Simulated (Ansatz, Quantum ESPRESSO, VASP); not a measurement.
## One structure in several programs: Rb2Te (Fm-3m, 3 atoms in the cell)

Self-consistent single point.

```xyz
3
Lattice="0.0000 4.2811 4.2811 4.2811 0.0000 4.2811 4.2811 4.2811 0.0000" Properties=species:S:1:pos:R:3 pbc="T T T"
Rb     2.1406     2.1406     2.1406
Rb     6.4217     6.4217     6.4217
Te     0.0000     0.0000     0.0000
```

Shared settings, as Ansatz (a first-principles code) writes them: kpoints.mp_grid.grid = 6 6 6; magnetization.spin_orbit = true; scf.occupations.method = fermi_dirac; scf.occupations.width = 0.02 eV. Potentials and cutoffs stand in the table.

```tsv
code	model	pressure (GPa)	gap on the mesh (eV)	cutoff
Ansatz	LDA (PW92) with spin-orbit coupling, PAW files made with PBE	-1.26	1.460	420 eV
Quantum ESPRESSO	LDA (PZ), spin-orbit coupling, PseudoDojo fully relativistic norm-conserving (PBE) pseudopotentials	-1.25	1.462	80 Ry
VASP	LDA (PZ), spin-orbit coupling, VASP's LDA PAW potentials (set 64)	–	1.476	300 eV
```

A dash marks a value that a program does not give, or that is left out as unsure.

Gaps are read on the mesh.

The spread over the programs that give each value: pressure within 0.01 GPa; gap on the mesh within 0.016 eV.

Ansatz's pressure is given at a fixed set of plane waves, as the other plane-wave codes print theirs. The same LDA comes in different parametrisations, which differ slightly.

VASP's run is marked for a possible Pulay error in its stress at this cutoff; no cutoff test was made.

The starting cell comes from a database of computed structures (which also holds hypothetical and non-ambient phases and stackings), without a prior relaxation at this level.

Left out of this page: Elk (with a known weakness of the program); FLEUR (failed or unconverged).

Keys are those of Ansatz 0.2.
